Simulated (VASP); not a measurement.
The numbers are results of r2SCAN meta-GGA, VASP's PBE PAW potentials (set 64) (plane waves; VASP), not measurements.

VASP ran on this input.

### KPOINTS
```
Automatic mesh
0
G
 10 10 10
0 0 0
```

POSCAR:
```
MoSb
1
    3.3051430061    -0.0000000000     0.0000000000
    0.0000000000     3.3051430061    -0.0000000000
   -0.0000000000    -0.0000000000     3.3051430061
Mo Sb
1 1
Direct
  0.0000000000   0.0000000000   0.0000000000
  0.5000000000   0.5000000000   0.5000000000
```

INCAR:
```
SYSTEM = MoSb
PREC = Accurate
ENCUT = 400
EDIFF = 1E-6
NELM = 100
ALGO = Normal
LREAL = .FALSE.
LASPH = .TRUE.
ISMEAR = 1
SIGMA = 0.1
METAGGA = R2SCAN
LMIXTAU = .TRUE.
LMAXMIX = 4
LWAVE = .FALSE.
LCHARG = .FALSE.
IBRION = 2
ISIF = 3
NSW = 60
EDIFFG = -0.01
```

POTCAR, in this order: Mo_sv Sb (PBE.64 set). Program: vasp_std.

Output

**OUTCAR**
```
 ion  position               nearest neighbor table
   1  0.000  0.000  0.000-   2 2.86   2 2.86   2 2.86   2 2.86   2 2.86   2 2.86   2 2.86   2 2.86
  LATTYP: Found a simple cubic cell.
 ALAT       =     3.3051430061
 Subroutine PRICEL returns:
 Original cell was already a primitive cell.
 Subroutine GETGRP returns: Found 48 space group operations
The static configuration has the point symmetry O_h .
The dynamic configuration has the point symmetry O_h .
 Subroutine INISYM returns: Found 48 space group operations
 Subroutine IBZKPT returns following result:
 Found     56 irreducible k-points:

 Following reciprocal coordinates:
            Coordinates               Weight
  0.000000  0.000000  0.000000      1.000000
  0.100000  0.000000  0.000000      6.000000
  0.200000  0.000000  0.000000      6.000000
  0.300000  0.000000  0.000000      6.000000
  0.400000  0.000000  0.000000      6.000000
  0.500000  0.000000  0.000000      3.000000
  0.100000  0.100000  0.000000     12.000000
  0.200000  0.100000  0.000000     24.000000
  0.300000  0.100000  0.000000     24.000000
  0.400000  0.100000  0.000000     24.000000
  0.500000  0.100000  0.000000     12.000000
  0.200000  0.200000  0.000000     12.000000
  0.300000  0.200000  0.000000     24.000000
  0.400000  0.200000  0.000000     24.000000
  0.500000  0.200000  0.000000     12.000000
  0.300000  0.300000  0.000000     12.000000
  0.400000  0.300000  0.000000     24.000000
  0.500000  0.300000  0.000000     12.000000
  0.400000  0.400000  0.000000     12.000000
  0.500000  0.400000  0.000000     12.000000
  0.500000  0.500000  0.000000      3.000000
  0.100000  0.100000  0.100000      8.000000
  0.200000  0.100000  0.100000     24.000000
  0.300000  0.100000  0.100000     24.000000
  0.400000  0.100000  0.100000     24.000000
  0.500000  0.100000  0.100000     12.000000
  0.200000  0.200000  0.100000     24.000000
  0.300000  0.200000  0.100000     48.000000
  0.400000  0.200000  0.100000     48.000000
  0.500000  0.200000  0.100000     24.000000
  0.300000  0.300000  0.100000     24.000000
  0.400000  0.300000  0.100000     48.000000
  0.500000  0.300000  0.100000     24.000000
  0.400000  0.400000  0.100000     24.000000
  0.500000  0.400000  0.100000     24.000000
  0.500000  0.500000  0.100000      6.000000
  0.200000  0.200000  0.200000      8.000000
  0.300000  0.200000  0.200000     24.000000
  0.400000  0.200000  0.200000     24.000000
  0.500000  0.200000  0.200000     12.000000
   k-points           NKPTS =     56   k-points in BZ     NKDIM =     56   number of bands    NBANDS=     13
   number of dos      NEDOS =    301   number of ions     NIONS =      2
   total plane-waves  NPLWV =  13824
   dimension x,y,z NGX =    24 NGY =   24 NGZ =   24
   dimension x,y,z NGXF=    48 NGYF=   48 NGZF=   48
   ions per type =               1   1
   PREC   = accura    normal or accurate (medium, high low for compatibility)
   ISTART =      0    job   : 0-new  1-cont  2-samecut
   ICHARG =      2    charge: 1-file 2-atom 10-const
   ISPIN  =      1    spin polarized calculation?
   LNONCOLLINEAR =      F non collinear calculations
   LSORBIT =      F    spin-orbit coupling
   INIWAV =      1    electr: 0-lowe 1-rand  2-diag
   ENCUT  =  400.0 eV  29.40 Ry    5.42 a.u.   5.39  5.39  5.39*2*pi/ulx,y,z
   NELM   =    100;   NELMIN=  2; NELMDL= -5     # of ELM steps
   EDIFF  = 0.1E-05   stopping-criterion for ELM
   LREAL  =      F    real-space projection
   NLSPLINE    = F    spline interpolate recip. space projectors
   LMAXMIX     =    4 max onsite mixed and CHGCAR
   VOSKOWN=      0    Vosko Wilk Nusair interpolation
...
```

### OSZICAR
```
       N       E                     dE             d eps       ncg     rms          rms(c)
DAV:   1     0.651733013495E+02    0.65173E+02   -0.85573E+03  1536   0.114E+03
DAV:   2    -0.546120969026E+02   -0.11979E+03   -0.11787E+03  1776   0.320E+02
DAV:   3    -0.575201785640E+02   -0.29081E+01   -0.28331E+01  1796   0.480E+01
DAV:   4    -0.575503737012E+02   -0.30195E-01   -0.30160E-01  1609   0.584E+00
DAV:   5    -0.575508889649E+02   -0.51526E-03   -0.51522E-03  1816   0.764E-01    0.143E+01
DAV:   6    -0.510348090866E+02    0.65161E+01   -0.45681E+00  1491   0.241E+01    0.272E+00
DAV:   7    -0.509686219287E+02    0.66187E-01   -0.90328E-01  1691   0.813E+00    0.221E+00
DAV:   8    -0.511131472617E+02   -0.14453E+00   -0.28467E-01  1581   0.428E+00    0.991E-01
DAV:   9    -0.511416295574E+02   -0.28482E-01   -0.24387E-02  1516   0.164E+00    0.286E-01
DAV:  10    -0.511457245082E+02   -0.40950E-02   -0.14837E-02  1561   0.115E+00    0.723E-02
DAV:  11    -0.511467303291E+02   -0.10058E-02   -0.76110E-04  1611   0.259E-01    0.562E-02
DAV:  12    -0.511468002166E+02   -0.69888E-04   -0.27051E-04  1526   0.164E-01    0.293E-02
DAV:  13    -0.511470974413E+02   -0.29722E-03   -0.47833E-04  1491   0.222E-01    0.144E-02
DAV:  14    -0.511471428822E+02   -0.45441E-04   -0.32982E-05  1536   0.617E-02    0.455E-03
DAV:  15    -0.511471432339E+02   -0.35172E-06   -0.61383E-07  1013   0.898E-03
   1 F= -.51147143E+02 E0= -.51147685E+02  d E =-.511471E+02
       N       E                     dE             d eps       ncg     rms          rms(c)
DAV:   1    -0.511643893726E+02   -0.17246E-01   -0.43766E-01  1486   0.809E+00    0.119E+00
DAV:   2    -0.511474424557E+02    0.16947E-01   -0.97667E-02  1481   0.292E+00    0.218E-01
DAV:   3    -0.511468437895E+02    0.59867E-03   -0.30410E-03  1506   0.429E-01    0.124E-01
DAV:   4    -0.511465023230E+02    0.34147E-03   -0.14952E-03  1636   0.309E-01    0.414E-02
DAV:   5    -0.511465675048E+02   -0.65182E-04   -0.41116E-04  1516   0.191E-01    0.317E-02
DAV:   6    -0.511465245967E+02    0.42908E-04   -0.41800E-04  1521   0.181E-01    0.165E-02
DAV:   7    -0.511466758623E+02   -0.15127E-03   -0.90157E-05  1491   0.872E-02    0.243E-03
DAV:   8    -0.511466777772E+02   -0.19149E-05   -0.32697E-06  1583   0.179E-02    0.760E-04
DAV:   9    -0.511466787953E+02   -0.10181E-05   -0.62289E-07   783   0.948E-03    0.620E-04
DAV:  10    -0.511466787268E+02    0.68495E-07   -0.41037E-08   758   0.215E-03
   2 F= -.51146679E+02 E0= -.51147216E+02  d E =0.464507E-03
       N       E                     dE             d eps       ncg     rms          rms(c)
DAV:   1    -0.511547387708E+02   -0.80600E-02   -0.18118E-01  1486   0.522E+00    0.738E-01
DAV:   2    -0.511477221927E+02    0.70166E-02   -0.42446E-02  1481   0.190E+00    0.136E-01
DAV:   3    -0.511474319248E+02    0.29027E-03   -0.14248E-03  1471   0.285E-01    0.766E-02
DAV:   4    -0.511472854727E+02    0.14645E-03   -0.64104E-04  1606   0.199E-01    0.235E-02
DAV:   5    -0.511473095017E+02   -0.24029E-04   -0.16864E-04  1506   0.122E-01    0.186E-02
DAV:   6    -0.511472827090E+02    0.26793E-04   -0.16233E-04  1511   0.112E-01    0.103E-02
DAV:   7    -0.511473408471E+02   -0.58138E-04   -0.36274E-05  1491   0.555E-02    0.135E-03
DAV:   8    -0.511473416050E+02   -0.75786E-06   -0.12482E-06   856   0.115E-02
   3 F= -.51147342E+02 E0= -.51147882E+02  d E =-.198371E-03
```

OUTCAR:
```
------------------------ aborting loop because EDIFF is reached ----------------------------------------
  FORCE on cell =-STRESS in cart. coord.  units (eV):
  Direction    XX          YY          ZZ          XY          YZ          ZX
  --------------------------------------------------------------------------------------
  Total        0.0020502      0.0020502      0.0020502     -0.0000000     -0.0000000      0.0000000
  in kB        0.0912667      0.0912667      0.0912667     -0.0000000     -0.0000000      0.0000000
  external PRESSURE =       0.0912667 kB  Pullay stress =       0.0000000 kB
  volume of cell :       35.99
      direct lattice vectors                 reciprocal lattice vectors
     3.301633108  0.000000000 -0.000000000     0.302880413  0.000000000  0.000000000
    -0.000000000  3.301633108  0.000000000     0.000000000  0.302880413  0.000000000
    -0.000000000 -0.000000000  3.301633108     0.000000000 -0.000000000  0.302880413
 POSITION                                       TOTAL-FORCE (eV/Angst)
 -----------------------------------------------------------------------------------
      0.00000      0.00000      0.00000         0.000000     -0.000000      0.000000
      1.65082      1.65082      1.65082        -0.000000      0.000000      0.000000
 -----------------------------------------------------------------------------------
    total drift:                               -0.000000      0.000000      0.000000
  FREE ENERGIE OF THE ION-ELECTRON SYSTEM (eV)
  ---------------------------------------------------
  free  energy   TOTEN  =       -51.1473416050 eV

  energy  without entropy=      -51.1489624344  energy(sigma->0) =      -51.14788188

 reached required accuracy - stopping structural energy minimisation
```
(Selected blocks of OUTCAR.)

### CONTCAR
```
MoSb
   1.00000000000000
     3.3016331080260590    0.0000000000000000   -0.0000000000000000
    -0.0000000000000000    3.3016331080260590    0.0000000000000000
    -0.0000000000000000   -0.0000000000000000    3.3016331080260590
  Mo              Sb
     1     1
Direct
     0.0000000000000000    0.0000000000000000    0.0000000000000000
     0.5000000000000000    0.5000000000000000    0.5000000000000000
```

The structure was generated: MoSb was put into the CsCl type type (Pm-3m), which need not be its known phase. This run relaxes it. Symmetry was kept, so distortions that lower it aren't found. The start is the result of an earlier pass. The electron count is odd and the run is not spin-polarised, which forces a metal.
